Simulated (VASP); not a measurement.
## Sn: band structure with PBE0

Crystal: Sn.

```
Sn
1.0
     0.00000    3.26858    3.26858
     3.26858    0.00000    3.26858
     3.26858    3.26858    0.00000
Sn
2
Direct
  0.00000 0.00000 0.00000
  0.25000 0.25000 0.25000
```

This isn't the form of Sn at room conditions, which is tetragonal (white tin).

```
Program                            : VASP 6.6.1
Task                               : band structure
Functional                         : PBE0
Potentials or basis                : VASP PAW PBE potentials, release 64 (Sn_d)
Cutoff                             : 520 eV
k mesh                             : 6 × 6 × 6
Occupations                        : gaussian, width 0.03 eV
Spin                               : no spin polarisation
Grid for exact exchange (PRECFOCK) : Fast
Exchange at q = 0                  : truncated
Further INCAR settings             : ALGO = Normal; EDIFF = 1e-06; NBANDS = 21
```

| Item | Value |
| --- | --- |
| Pressure | 0.2 GPa |
| Band gap on the k mesh | 0.35 eV, direct |
| Band gap along the path | 0.35 eV, direct |

Levels at points of the mesh, in eV from the valence-band top:
| k point | band 12 | band 13 | band 14 | band 15 | band 16 | band 17 |
| --- | --- | --- | --- | --- | --- | --- |
| (0.00, 0.00, 0.00) | -0.12 | 0.00 | 0.00 | 0.35 | 3.21 | 3.21 |
| (0.50, 0.00, 0.00) | -7.02 | -1.32 | -1.32 | 0.89 | 4.34 | 4.34 |
| (0.50, 0.50, 0.00) | -8.36 | -2.79 | -2.79 | 1.77 | 1.77 | 9.20 |

It took 45 min on 4 MPI ranks on Intel(R) Xeon(R) Platinum 8259CL CPU @ 2.50GHz (Skylake/Cascade Lake), on a shared host, peak memory 0.27 GiB a rank.

Caveat: the PAW data sets were made with another functional, which shifts forces and pressure a little; spin-orbit coupling is left out, which moves the levels of the heavy elements.
